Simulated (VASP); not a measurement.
Calculation: RPBE GGA, VASP's PBE PAW potentials (set 64) (plane waves; VASP).

The input files of a VASP run:

**KPOINTS**
```
Automatic mesh
0
Gamma
15 15 15
0 0 0
```

**POSCAR**
```
Al
2.0695450
  0.0000000000   1.0000000929   1.0000000929
  1.0000000929   0.0000000000   1.0000000929
  1.0000000929   1.0000000929   0.0000000000
Al
1
Direct
  0.0000000000   0.0000000000   1.0000000000
```

INCAR:
```
! general
SYSTEM  =  Al
PREC    =  Accurate
ENCUT   =  520   ! plane-wave cut-off (eV)
LREAL   =  .False.   ! projection in real space or not
LASPH   =  .True.   ! aspherical one-centre terms

! electronic loop
EDIFF   =  1E-7   ! SCF stop (eV)
NELM    =  100   ! most electronic steps
ALGO    =  Normal   ! blocked Davidson

! smearing
ISMEAR  =  1   ! Methfessel-Paxton
SIGMA   =  0.1

! functional
GGA     =  RP   ! RPBE

! ions
ISIF    =  2

! output
LWAVE   =  .False.
LCHARG  =  .False.
```

POTCAR, in this order: Al (PBE.64 set). Program: vasp_std.

What VASP printed:

File OUTCAR:
```
 ion  position               nearest neighbor table
   1  0.000  0.000  0.000-
  LATTYP: Found a face centered cubic cell.
 ALAT       =     4.1390903844
 Subroutine PRICEL returns:
 Original cell was already a primitive cell.
 Subroutine GETGRP returns: Found 48 space group operations
The static configuration has the point symmetry O_h .
The dynamic configuration has the point symmetry O_h .
 Subroutine INISYM returns: Found 48 space group operations
 Subroutine IBZKPT returns following result:
 Found    120 irreducible k-points:

 Following reciprocal coordinates:
            Coordinates               Weight
  0.000000  0.000000  0.000000      1.000000
  0.066667  0.000000  0.000000      8.000000
  0.133333  0.000000  0.000000      8.000000
  0.200000  0.000000  0.000000      8.000000
  0.266667  0.000000  0.000000      8.000000
  0.333333  0.000000  0.000000      8.000000
  0.400000  0.000000  0.000000      8.000000
  0.466667  0.000000  0.000000      8.000000
  0.066667  0.066667  0.000000      6.000000
  0.133333  0.066667  0.000000     24.000000
...
```

OSZICAR:
```
       N       E                     dE             d eps       ncg     rms          rms(c)
DAV:   1    -0.118048171692E+01   -0.11805E+01   -0.89189E+02  1260   0.331E+02
DAV:   2    -0.349240663218E+01   -0.23119E+01   -0.20628E+01  1525   0.302E+01
DAV:   3    -0.351567175577E+01   -0.23265E-01   -0.23234E-01  1610   0.359E+00
DAV:   4    -0.351574765560E+01   -0.75900E-04   -0.75914E-04  1625   0.210E-01
DAV:   5    -0.351574813326E+01   -0.47766E-06   -0.47722E-06  1625   0.127E-02    0.171E+00
DAV:   6    -0.350425154904E+01    0.11497E-01   -0.18004E-03  1435   0.375E-01    0.981E-01
DAV:   7    -0.349518317251E+01    0.90684E-02   -0.55278E-03  1415   0.604E-01    0.178E-01
DAV:   8    -0.349516602697E+01    0.17146E-04   -0.22099E-05  1515   0.494E-02    0.231E-02
DAV:   9    -0.349516257658E+01    0.34504E-05   -0.18308E-06  1545   0.103E-02    0.138E-03
DAV:  10    -0.349516221747E+01    0.35911E-06   -0.84896E-09  1190   0.992E-04    0.106E-03
DAV:  11    -0.349516212376E+01    0.93704E-07   -0.61797E-10   730   0.236E-04
   1 F= -.34951621E+01 E0= -.34949653E+01  d E =-.590381E-03
```

OUTCAR:
```
------------------------ aborting loop because EDIFF is reached ----------------------------------------
  FORCE on cell =-STRESS in cart. coord.  units (eV):
  Direction    XX          YY          ZZ          XY          YZ          ZX
  --------------------------------------------------------------------------------------
  Total       -0.4173158     -0.4173158     -0.4173158     -0.0000000      0.0000000      0.0000000
  in kB      -37.7155697    -37.7155697    -37.7155697     -0.0000000      0.0000000      0.0000000
  external PRESSURE =     -37.7155697 kB  Pullay stress =       0.0000000 kB
  volume of cell :       17.73
      direct lattice vectors                 reciprocal lattice vectors
     0.000000000  2.069545192  2.069545192    -0.241598976  0.241598976  0.241598976
     2.069545192  0.000000000  2.069545192     0.241598976 -0.241598976  0.241598976
     2.069545192  2.069545192  0.000000000     0.241598976  0.241598976 -0.241598976
 POSITION                                       TOTAL-FORCE (eV/Angst)
 -----------------------------------------------------------------------------------
      0.00000      0.00000      0.00000         0.000000     -0.000000      0.000000
 -----------------------------------------------------------------------------------
    total drift:                               -0.000000      0.000000     -0.000000
  FREE ENERGIE OF THE ION-ELECTRON SYSTEM (eV)
  ---------------------------------------------------
  free  energy   TOTEN  =        -3.4951621238 eV

  energy  without entropy=       -3.4945717427  energy(sigma->0) =       -3.49496533
```
(Selected blocks of OUTCAR.)

The compound is Al in the fcc structure. This cell is one point of a volume scan, at 1.06 of the reference volume.
